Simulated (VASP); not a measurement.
# A VASP study of CoNiP (PBEsol + U): structure first, properties next, part 2 of 2

Aim: relax CoNiP, then compute properties on the relaxed cell. The start is a computed cell from the Materials Project.

VASP 6.6.1; PBEsol, DFT+U (Co d 3 eV, Ni d 5 eV), spin-polarised from a ferromagnetic start; plane waves and PAW (Co, Ni, P).

Still holding for the runs below: A U on the itinerant d states of such a compound is hard to justify; it moves the bands at the Fermi level.

So far. Step 5 (Band structure (PBEsol + U)): Of the bands kept, 3 cross the Fermi level on this path. Step 6 (Total and projected DOS (PBEsol + U)): The finer mesh and the other smearing move the Fermi level by -0.02 eV from the 5×5×7 run, a small shift, which tests the Fermi level alone. Of the states within 0.3 eV of the Fermi level, the largest shares in the PAW spheres are Co d 49 %, Ni d 28 % and P p 6 %. The relaxed cell has a = 5.664, c = 3.206 Å (conventional setting).

## (7) Core-level energies (PBEsol + U)

Core levels shift with the potential at each site, so they tell like atoms on unlike sites apart.

File INCAR:

```
SYSTEM = CoNiP
PREC = Accurate
ENCUT = 400
EDIFF = 1E-06
NELM = 100
ISMEAR = 0
SIGMA = 0.05
LREAL = .FALSE.
ALGO = Normal
GGA = PS
NBANDS = 55
ISPIN = 2
MAGMOM = 2 2 2 1 1 1 0 0 0
LDAU = .TRUE.
LDAUTYPE = 2
LDAUL = 2 2 -1
LDAUU = 3 5 0
LDAUJ = 0 0 0
LDAUPRINT = 1
LASPH = .TRUE.
LMAXMIX = 4
LORBIT = 11
LWAVE = .FALSE.
LCHARG = .FALSE.
KPAR = 8
ICORELEVEL = 1
```

File POSCAR:

```
CoNiP
1.0
    5.6636925259      0.0000000000      0.0000000000
   -2.8318462629      4.9049016066      0.0000000000
    0.0000000000      0.0000000000      3.2057148945
Co Ni P
3 3 3
Direct
    0.0000000000      0.7384148471      0.0000000000
    0.2615851529      0.2615851529      0.0000000000
    0.7384148471      0.0000000000      0.0000000000
    0.0000000000      0.3958656234      0.5000000000
    0.6041343766      0.6041343766      0.5000000000
    0.3958656234      0.0000000000      0.5000000000
    0.3333333300      0.6666666700      0.0000000000
    0.6666666700      0.3333333300      0.0000000000
    0.0000000000      0.0000000000      0.5000000000
```

File KPOINTS:

```
Automatic mesh
0
Gamma
5 5 7
0 0 0
```

PAW data sets: Co, Ni and P (PBE family, release 64).

Launch:

```sh
$ mpirun -np 8 vasp_std
```

It took 39 s on 8 MPI ranks of Intel Xeon Platinum 8259CL at 2.50GHz (Skylake/Cascade Lake), shared host; peak memory 2.4 GiB; 4.6 min of CPU time.

These are scalar-relativistic Kohn-Sham levels of the ground state, with no core hole, so they are not binding energies.

Numbers from this step:

* SCF cycles: 18
* bands: 55
* irreducible k-points: 20
* free energy (TOTEN): -48.64 eV
* Fermi energy: 11.88 eV
* pressure: 0.2128 GPa

Kohn-Sham core levels. Core levels, by row:

```
atom  shell  level below the Fermi level (eV)
 Co1     1s                              7585
 Co1     2s                               891
 Co1     2p                               762
 Co1     3s                             94.08
 Co1     3p                             57.42
 Co2     1s                              7585
 Co2     2s                               891
 Co2     2p                               762
 Co2     3s                             94.08
 Co2     3p                             57.42
 Co3     1s                              7585
 Co3     2s                               891
 Co3     2p                               762
 Co3     3s                             94.08
 Co3     3p                             57.42
 Ni4     1s                              8203
 Ni4     2s                             972.8
 Ni4     2p                             835.6
 Ni4     3s                             101.9
 Ni4     3p                             62.29
 Ni5     1s                              8203
 Ni5     2s                             972.8
 Ni5     2p                             835.6
 Ni5     3s                             101.9
 Ni5     3p                             62.29
 Ni6     1s                              8203
 Ni6     2s                             972.8
 Ni6     2p                             835.6
 Ni6     3s                             101.9
 Ni6     3p                             62.29
  P7     1s                              2079
  P7     2s                             169.1
  P7     2p                             119.6
  P8     1s                              2079
  P8     2s                             169.1
  P8     2p                             119.6
  P9     1s                              2079
  P9     2s                               169
  P9     2p                             119.5
```

The P 1s level differs by about 0.1 eV between unlike sites.

## (8) Optical spectrum (PBEsol + U)

LOPTICS sums transitions from filled to empty bands. The mesh is finer than in the run before. NBANDS is raised for it.

INCAR, as its differences from that of step 7:

```diff
@@ -10,3 +10,3 @@
 GGA = PS
-NBANDS = 55
+NBANDS = 108
 ISPIN = 2
@@ -25,2 +25,4 @@
 KPAR = 8
-ICORELEVEL = 1
+LOPTICS = .TRUE.
+NEDOS = 1500
+CSHIFT = 0.1
```

POSCAR is that of step 7.

File KPOINTS:

```
Automatic mesh
0
Gamma
7 7 10
0 0 0
```

Launch:

```sh
$ mpirun -np 8 vasp_std
```

It took 2 min on 8 MPI ranks; peak memory 7.8 GiB; 15 min of CPU time.

These are independent-particle spectra without excitons or local fields, and fine structure depends on the mesh and on CSHIFT. The intraband (Drude) part is not in this spectrum.

This step gave:

* SCF cycles: 17
* bands: 108
* irreducible k-points: 48
* free energy (TOTEN): -48.65 eV
* energy at zero smearing: -48.65 eV
* Fermi energy: 11.89 eV
* pressure: 0.2185 GPa

The imaginary dielectric function has structure finer than the step of the table below, so its rows give means over 1 eV, whole bins alone (the curve runs from 0 to 25.0 eV). Peaks (eV: height): xx 0.2: 25.4, 1.3: 33.9; zz 0.7: 36.9, 1.3: 39.0, 2.2: 21.0.

Table of imaginary dielectric function by photon energy; means over each step:

```
photon energy (eV)     xx     zz
                 1   26.0   30.7
                 2   25.1   18.6
                 3   18.4   15.2
                 4   10.5   8.93
                 5   7.82   7.47
                 6   7.17   6.19
                 7   6.85   7.02
                 8   5.61   5.82
                 9   5.06   5.32
                10   5.36   5.48
                11   5.60   5.47
                12   4.55   4.93
                13   3.50   3.73
                14   2.75   2.57
                15   2.02   2.04
                16   1.57   1.49
                17   1.38   1.13
                18   1.17   1.06
                19  0.916  0.953
                20  0.770  0.844
                21  0.744  0.844
                22  0.667  0.745
                23  0.617  0.672
                24  0.548  0.648
```

Table of real dielectric function by photon energy:

```
photon energy (eV)       xx       zz
                 0     67.7     46.1
                 1     32.5     25.7
                 2     11.2     11.0
                 3   0.0792   0.0566
                 4   -0.573    0.636
                 5   -0.315    0.919
                 6    0.898     2.48
                 7    0.730     1.15
                 8   -0.384    0.265
                 9    0.978    0.589
                10    0.235    0.269
                11   -0.622   -0.145
                12    -1.55    -1.32
                13    -1.84    -2.41
                14    -1.74    -1.81
                15    -1.55    -1.59
                16    -1.30    -1.44
                17   -0.956   -0.851
                18   -0.963   -0.682
                19   -0.687   -0.464
                20   -0.485   -0.322
                21   -0.313   -0.168
                22   -0.224   -0.152
                23   -0.170  -0.0903
                24  -0.0446   0.0146
```

## (9) What came out

* relaxed volume: 9.895 Å³/atom
* relaxed conventional cell a, b, c: 5.664, 5.664, 3.206 Å; angles 90.0, 90.0, 120.0°
* space group after relaxing, within 0.02 Å: P-62m (No. 189)
* moment of the cell (7×7×10 mesh): 0 μB
* band gap: none, a metal
* DOS at the Fermi level: 1.96 states/eV/cell
* shallowest level of the frozen cores: Co1 3p, 57.4 eV deep

In words: With PBEsol + U, CoNiP relaxes to 9.895 Å³/atom in space group P-62m, comes out as a metal and loses the moments it was started with. Band structure (PBEsol + U): Of the bands kept, 3 cross the Fermi level on this path. Only the typed magnetic starts were tried, so the magnetic ground state may differ and with it the other results. In such a metal, moments, volume and the states at the Fermi level hinge on the chosen U. No search among competing phases was made, and a listed structure need not be the one stable at ambient conditions. All values are for a static lattice at zero temperature.

[Lines on the potential files, build, host, timing and source positions are cut from VASP's logs without a mark.]

[Logs are printed without paths, hosts, clocks, repeated set-up lines and the standing remarks that a program may print on its own settings, such as how far it seeks lower states.]

[Hosts, paths, dates, database ids (printed as entryN), source tags and the programs' standing remarks are cut or masked in the printed files.]

[A measured line is paired with the nearest computed mode of its activity, which favours agreement.]
